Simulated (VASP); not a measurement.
Input for VASP

**INCAR**
```
SYSTEM = TiO2
PREC = Accurate; ENCUT = 520; LREAL = .FALSE.
LASPH = .TRUE.
EDIFF = 1E-7; NELM = 100; ALGO = Normal
LMAXMIX = 4
ISMEAR = -5
GGA = PS
ISIF = 2
LWAVE = .FALSE.; LCHARG = .TRUE.; LORBIT = 11
NEDOS = 601
LEFG = .TRUE.
```

POSCAR:
```
TiO2
1.0
  4.5947055636   0.0000000000   0.0000000000
  0.0000000000   4.5947055636   0.0000000000
  0.0000000000   0.0000000000   2.9437176444
Ti O
2 4
Direct
  0.0000000000   0.0000000000   0.0000000000
  0.5000000000   0.5000000000   0.5000000000
  0.3042739349   0.3042739349   0.0000000000
  0.8042739349   0.1957260651   0.5000000000
  0.1957260651   0.8042739349   0.5000000000
  0.6957260651   0.6957260651   0.0000000000
```

File KPOINTS:
```
Regular mesh
0
G
  6 6 8
```

POTCAR, in this order: Ti_sv O (PBE.64 set). Program: vasp_std.

Question: Write an equivalent input for Quantum ESPRESSO's pw.x.

Answer: One equivalent input (not run):
```
&CONTROL
  calculation = 'scf'
  pseudo_dir = './pseudo'
  outdir = './out'
  tprnfor = .true.
  tstress = .true.
/
&SYSTEM
  ibrav = 0
  nat = 6
  ntyp = 2
  ecutwfc = 84
  occupations = 'tetrahedra'
  input_dft = 'pbesol'
/
&ELECTRONS
  conv_thr = 7.3e-09
  electron_maxstep = 100
/
ATOMIC_SPECIES
  Ti 47.867 Ti.upf
  O 15.999 O.upf
CELL_PARAMETERS angstrom
     4.5947056    0.0000000    0.0000000
     0.0000000    4.5947056    0.0000000
     0.0000000    0.0000000    2.9437176
ATOMIC_POSITIONS crystal
  Ti   0.0000000  0.0000000  0.0000000
  Ti   0.5000000  0.5000000  0.5000000
  O    0.3042739  0.3042739  0.0000000
  O    0.8042739  0.1957261  0.5000000
  O    0.1957261  0.8042739  0.5000000
  O    0.6957261  0.6957261  0.0000000
K_POINTS automatic
  6 6 8 0 0 0
```
The two are equivalent in intent, not identical: the potentials are each code's own (VASP's PAW set, PseudoDojo norm-conserving files in pw.x), so ENCUT and ecutwfc are chosen apart and not converted; conv_thr bounds pw.x's estimated SCF error, while EDIFF bounds the energy change between steps; the field gradients of LEFG aren't asked of the other code.

The compound is TiO2 in the rutile structure. It was relaxed first.
